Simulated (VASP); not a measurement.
Here is the system:

```
CELL_PARAMETERS angstrom
     -2.83621     2.83621     2.83621
      2.83621    -2.83621     2.83621
      2.83621     2.83621    -2.83621
ATOMIC_POSITIONS crystal
  Rb 0.00000 0.00000 0.00000
```

The numbers are results of PBE GGA, VASP's PBE PAW potentials (set 64) (plane waves; VASP), not measurements. Run with 480 eV cut-off, 8×8×8 Γ-centred mesh, first-order Methfessel-Paxton smearing of 0.10 eV, potentials Rb_sv.

### Question
What does the run give for the energy per atom (σ→0), band gap (on the k-mesh) with the smallest direct gap where there is one?

### Answer

* **band gap (on the k-mesh)**: none (metal, semimetal or under 0.01 eV)
* **energy per atom (σ→0)**: -89.6 kJ/mol of atoms

Only differences to runs with the same potentials and settings are physical.

The compound is Rb in the bcc structure. It was relaxed first.
